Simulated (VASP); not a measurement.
Something may be wrong with this VASP 6.6.1 calculation of YbH3.

File INCAR:

```
PREC     = Accurate       # precision mode
ENCUT    = 520            # plane-wave cutoff, eV
EDIFF    = 1E-6           # SCF threshold, eV
ISMEAR   = -5             # smearing method
SIGMA    = 0.05           # smearing width, eV
LREAL    = F              # projectors in reciprocal space
LASPH    = T              # aspherical terms in the spheres
NELM     = 69             # most SCF steps
ALGO     = Normal         # electronic algorithm
ISIF     = 2              # what is computed and relaxed
LWAVE    = F              # write WAVECAR
LCHARG   = T              # write CHGCAR
ISPIN    = 2              # spin polarisation
MAGMOM   = 1 0 0 0        # initial moments
LORBIT   = 11             # projections on sites
LMAXMIX  = 6              # l up to which the mixer works
LDAU     = T              # DFT+U
LDAUTYPE = 2            
LDAUL    = 3 -1           # shell
LDAUU    = 6 0            # U, eV
LDAUJ    = 0 0          
LDAUPRINT= 1            
GGA      = PE             # functional
LELF     = T              # ELF
LVHAR    = T            
NUPDOWN  = 60             # fixed moment
```

KPOINTS

```
Automatic mesh
0
Gamma
  9 9 9
```

The input POSCAR:

```
YbH3
1.0
    0.0000000000      2.6049710000      2.6049710000
    2.6049710000      0.0000000000      2.6049710000
    2.6049710000      2.6049710000      0.0000000000
Yb H
1 3
Direct
    0.0000000000      0.0000000000      0.0000000000
    0.5000000000      0.5000000000      0.5000000000
    0.2500000000      0.2500000000      0.2500000000
    0.7500000000      0.7500000000      0.7500000000
```

Potentials or basis: VASP PAW PBE potentials, release 64 (Yb_2, H), 4f in core.

Launch:

```sh
$ cat potpaw_PBE.64/Yb_2/POTCAR potpaw_PBE.64/H/POTCAR > POTCAR
$ mpirun -np 1 vasp_std > vasp.out
```

OUTCAR:

```text
PREC = Accurate
   ENCUT = 520
   EDIFF = 1E-6
   ISMEAR = -5
   LREAL = F
   LASPH = T
   NELM = 69
   ISIF = 2
[... 239 lines left out ...]
  o =  0.0000  v =  0.0000  0.0000  0.0000  0.0000  1.0000  0.0000  0.0000  0.0000  0.0000  0.0000  0.0000  0.0000  0.0000  0.0000      0.0000  0.0000  0.0000  0.0000  0.0000  0.0000  0.0000  0.0000  0.0000  0.0000  0.0000  0.0000  0.0000  0.0000
  o =  0.0000  v =  0.0000  0.0000  0.0000  0.0000  0.0000  1.0000  0.0000  0.0000  0.0000  0.0000  0.0000  0.0000  0.0000  0.0000      0.0000  0.0000  0.0000  0.0000  0.0000  0.0000  0.0000  0.0000  0.0000  0.0000  0.0000  0.0000  0.0000  0.0000
  o =  0.0000  v =  0.0000  0.0000  0.0000  0.0000  0.0000  0.0000  1.0000  0.0000  0.0000  0.0000  0.0000  0.0000  0.0000  0.0000      0.0000  0.0000  0.0000  0.0000  0.0000  0.0000  0.0000  0.0000  0.0000  0.0000  0.0000  0.0000  0.0000  0.0000
  o =  0.0000  v =  0.0000  0.0000  0.0000  0.0000  0.0000  0.0000  0.0000  1.0000  0.0000  0.0000  0.0000  0.0000  0.0000  0.0000      0.0000  0.0000  0.0000  0.0000  0.0000  0.0000  0.0000  0.0000  0.0000  0.0000  0.0000  0.0000  0.0000  0.0000
  o =  0.0000  v =  0.0000  0.0000  0.0000  0.0000  0.0000  0.0000  0.0000  0.0000  1.0000  0.0000  0.0000  0.0000  0.0000  0.0000      0.0000  0.0000  0.0000  0.0000  0.0000  0.0000  0.0000  0.0000  0.0000  0.0000  0.0000  0.0000  0.0000  0.0000
  o =  0.0000  v =  0.0000  0.0000  0.0000  0.0000  0.0000  0.0000  0.0000  0.0000  0.0000  1.0000  0.0000  0.0000  0.0000  0.0000      0.0000  0.0000  0.0000  0.0000  0.0000  0.0000  0.0000  0.0000  0.0000  0.0000  0.0000  0.0000  0.0000  0.0000
  o =  0.0000  v =  0.0000  0.0000  0.0000  0.0000  0.0000  0.0000  0.0000  0.0000  0.0000  0.0000  1.0000  0.0000  0.0000  0.0000      0.0000  0.0000  0.0000  0.0000  0.0000  0.0000  0.0000  0.0000  0.0000  0.0000  0.0000  0.0000  0.0000  0.0000
  o =  0.0000  v =  0.0000  0.0000  0.0000  0.0000  0.0000  0.0000  0.0000  0.0000  0.0000  0.0000  0.0000  1.0000  0.0000  0.0000      0.0000  0.0000  0.0000  0.0000  0.0000  0.0000  0.0000  0.0000  0.0000  0.0000  0.0000  0.0000  0.0000  0.0000
  o =  0.0000  v =  0.0000  0.0000  0.0000  0.0000  0.0000  0.0000  0.0000  0.0000  0.0000  0.0000  0.0000  0.0000  1.0000  0.0000      0.0000  0.0000  0.0000  0.0000  0.0000  0.0000  0.0000  0.0000  0.0000  0.0000  0.0000  0.0000  0.0000  0.0000
  o =  0.0000  v =  0.0000  0.0000  0.0000  0.0000  0.0000  0.0000  0.0000  0.0000  0.0000  0.0000  0.0000  0.0000  0.0000  1.0000      0.0000  0.0000  0.0000  0.0000  0.0000  0.0000  0.0000  0.0000  0.0000  0.0000  0.0000  0.0000  0.0000  0.0000
```

On the terminal:

```text
POSCAR found type information on POSCAR YbH
 POSCAR found :  2 types and       4 ions
 scaLAPACK will be used
 LDA part: xc-table for (Slater+PW92), standard interpolation
 POSCAR, INCAR and KPOINTS ok, starting setup
 FFT: planning ... GRIDC
 FFT: planning ... GRID_SOFT
 FFT: planning ... GRID
 WAVECAR not read
 entering main loop
```

Q: Diagnose the run.

A: The calculation hadn't finished when its time ran out. The input holds a flaw that was put in on purpose: moment fixed beyond the electrons at hand (ISPIN = 2; NUPDOWN = 60).
